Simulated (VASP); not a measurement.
These are PBEsol GGA, VASP's PBE PAW potentials (set 64) (plane waves; VASP) values and carry that method's errors.

VASP ran on this input.

File KPOINTS:
```
k-points along high-symmetry lines
15
Line-mode
Reciprocal
  0.000000   0.000000   0.000000 ! GAMMA
  0.000000   0.500000   0.000000 ! X

  0.000000   0.500000   0.000000 ! X
  0.500000   0.500000   0.000000 ! M

  0.500000   0.500000   0.000000 ! M
  0.000000   0.000000   0.000000 ! GAMMA

  0.000000   0.000000   0.000000 ! GAMMA
  0.500000   0.500000   0.500000 ! R

  0.500000   0.500000   0.500000 ! R
  0.000000   0.500000   0.000000 ! X

  0.500000   0.500000   0.500000 ! R
  0.500000   0.500000   0.000000 ! M
```

**POSCAR**
```
Nb3ZrN4
4.420430
  1.0000000365   0.0000000000   0.0000000000
  0.0000000000   1.0000000365   0.0000000000
  0.0000000000   0.0000000000   1.0000000365
Zr N Nb
1 4 3
Cartesian
  0.0000000000   0.0000000000   0.0000000000
  0.5000000182   0.5000000182   0.5000000182
  0.0000000000   0.0000000000   0.5000000182
  0.0000000000   0.5000000182   0.0000000000
  0.5000000182   0.0000000000   0.0000000000
  0.5000000182   0.5000000182   0.0000000000
  0.5000000182   0.0000000000   0.5000000182
  0.0000000000   0.5000000182   0.5000000182
```

### INCAR
```
! general
SYSTEM =Nb3ZrN4
PREC   =Accurate
ENCUT  =520
LREAL  =.FALSE.
LASPH  =.TRUE.
ICHARG =11

! electronic loop
EDIFF  =1E-7
NELM   =100
ALGO   =Normal
LMAXMIX=4

! smearing
ISMEAR =0
SIGMA  =0.05

! functional
GGA    =PS

! output
LWAVE  =.FALSE.
LCHARG =.FALSE.
LORBIT =11
```

POTCAR, in this order: Zr_sv N Nb_sv (PBE.64 set). Program: vasp_std. Read from the step before: CHGCAR.

The resulting files:

**OSZICAR**
```
       N       E                     dE             d eps       ncg     rms          rms(c)
DAV:   1     0.896068105933E+03    0.89607E+03   -0.40003E+04  7560   0.179E+03
DAV:   2     0.152599618961E+01   -0.89454E+03   -0.87778E+03  8866   0.688E+02
DAV:   3    -0.799890562114E+02   -0.81515E+02   -0.79965E+02 12544   0.160E+02
DAV:   4    -0.859603758666E+02   -0.59713E+01   -0.58979E+01 12136   0.381E+01
DAV:   5    -0.863389803007E+02   -0.37860E+00   -0.37218E+00 12800   0.958E+00
DAV:   6    -0.863715756343E+02   -0.32595E-01   -0.31770E-01 12182   0.176E+00
DAV:   7    -0.863759991153E+02   -0.44235E-02   -0.43438E-02 12592   0.438E-01
DAV:   8    -0.863768337947E+02   -0.83468E-03   -0.82063E-03 12308   0.114E-01
DAV:   9    -0.863769945082E+02   -0.16071E-03   -0.15820E-03 11184   0.399E-02
DAV:  10    -0.863770277024E+02   -0.33194E-04   -0.32490E-04  7928   0.133E-02
DAV:  11    -0.863770343839E+02   -0.66815E-05   -0.65624E-05  6584   0.580E-03
DAV:  12    -0.863770356799E+02   -0.12959E-05   -0.12788E-05  6456   0.252E-03
DAV:  13    -0.863770359220E+02   -0.24211E-06   -0.24103E-06  6392   0.133E-03
DAV:  14    -0.863770359679E+02   -0.45881E-07   -0.45366E-07  6376   0.751E-04
   1 F= -.86377036E+02 E0= -.86369749E+02  d E =-.145741E-01
```

OUTCAR:
```
 val. band max:       13.7454372820   @ k =   0.0714   0.5000   0.0000

 cond. band min:      13.7460096397   @ k =   0.2857   0.2857   0.2857



 k-point     1 :       0.0000    0.0000    0.0000
  band No.  band energies     occupation
      1     -42.6972      2.00000
      2     -42.5697      2.00000
      3     -42.5697      2.00000
      4     -35.6523      2.00000
      5     -19.1517      2.00000
      6     -19.1517      2.00000
      7     -19.1517      2.00000
      8     -18.7420      2.00000
      9     -18.7420      2.00000
     10     -18.7420      2.00000
     11     -18.5560      2.00000
     12     -18.5560      2.00000
     13     -18.5560      2.00000
     14     -13.9453      2.00000
     15     -13.9453      2.00000
     16     -13.9453      2.00000
     17      -3.7866      2.00000
     18      -3.1493      2.00000
     19      -3.0695      2.00000
     20      -3.0695      2.00000
     21       8.0538      2.00000
     22       8.0538      2.00000
     23       8.0538      2.00000
     24       8.7286      2.00000
     25       8.7286      2.00000
     26       8.7286      2.00000
     27       9.6655      2.00000
     28       9.6655      2.00000
     29       9.6655      2.00000
     30       9.8241      2.00000
     31       9.8241      2.00000
     32       9.8241      2.00000
     33      10.3993      2.00000
     34      10.3993      2.00000
     35      10.3993      2.00000
     36      11.8473      2.00000
     37      11.8473      2.00000
     38      11.8473      2.00000
     39      13.6274      1.99919
     40      13.6274      1.99919
     41      15.1234      0.00000
     42      15.7530      0.00000

 k-point     2 :       0.0000    0.0357    0.0000
  band No.  band energies     occupation
      1     -42.6969      2.00000
      2     -42.5701      2.00000
      3     -42.5697      2.00000
      4     -35.6523      2.00000
      5     -19.1506      2.00000
      6     -19.1506      2.00000
      7     -19.1502      2.00000
...
```

The density is held fixed in this step, so its total energy and stress have no physical meaning.

The structure was generated: Nb3ZrN4 was put into an ordered model structure (Pm-3m), which need not be its known phase. It was relaxed first. The electron count is odd and the run is not spin-polarised, which forces a metal.
